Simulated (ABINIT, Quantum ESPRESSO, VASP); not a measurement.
## Code comparison for AgAu3 (Pm-3m, 4 atoms in the cell)

Self-consistent single point.

```
AgAu3
1.0
    4.12163     0.00000     0.00000
    0.00000     4.12163     0.00000
    0.00000     0.00000     4.12163
Ag Au
1 3
Cartesian
  2.06081   2.06081   2.06081
  2.06081   0.00000   0.00000
  0.00000   2.06081   0.00000
  0.00000   0.00000   2.06081
```

Shared settings, as Quantum ESPRESSO writes them: occupations = smearing; smearing = fd; degauss = 0.0073499 Ry; K_POINTS = automatic 7 7 7 0 0 0. Potentials and cutoffs stand in the table.

```
code                                                                                        model  pressure (GPa)   cutoff
----------------  -------------------------------------------------------------------------------  --------------  -------
Quantum ESPRESSO                              LDA (PZ), GBRV 1.5 ultrasoft (LDA) pseudopotentials          -10.46    40 Ry
ABINIT            LDA (PW92), norm-conserving pseudopotentials (PseudoDojo nc-sr-04 LDA standard)          -10.06  1170 eV
VASP                                                 LDA (PZ), VASP's LDA PAW potentials (set 64)          -10.03   300 eV
```

On Quantum ESPRESSO's run: spin-orbit coupling is off.

The spread over the programs that give each value: pressure within 0.43 GPa.

The same LDA comes in different parametrisations, which differ slightly.

On the base mesh (6 6 6 0 0 0) the same programs gave: ABINIT pressure -9.98 GPa; Quantum ESPRESSO pressure -10.38 GPa; VASP pressure -9.96 GPa.

VASP's run is marked for a possible Pulay error in its stress at this cutoff; no cutoff test was made.

The starting cell comes from a database of computed structures (which also holds hypothetical and non-ambient phases and stackings), without a prior relaxation at this level.

Left out of this page: Ansatz, GPAW, Elk and SIESTA (not drawn, or without a comparable value); CP2K (on another mesh).
